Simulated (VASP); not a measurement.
```
CELL_PARAMETERS angstrom
      0.00000     2.89367     2.89367
      2.89367     0.00000     2.89367
      2.89367     2.89367     0.00000
ATOMIC_POSITIONS crystal
  Ca 0.00000 0.00000 0.00000
  Se 0.50000 0.50000 0.50000
```

Method: optB86b-vdW, VASP's PBE PAW potentials (set 64) (plane waves; VASP). Numerical set-up: 520 eV cut-off, 8×8×8 Γ-centred mesh, Gaussian smearing of 0.050 eV, potentials Ca_sv Se.

The job: CaSe (rock salt), 2 atoms, optB86b-vdW, static run, 520 eV, 8×8×8 Γ-centred mesh. Roughly how much core time does it take on a busy server core?

About 30 core-seconds (one run on a shared machine, a rough figure). It had 29 irreducible k-points, 12 bands, up to 1323 plane waves and 13 electronic steps.

The compound is CaSe in the rock salt structure. This cell is one point of a volume scan, at 0.94 of the reference volume.
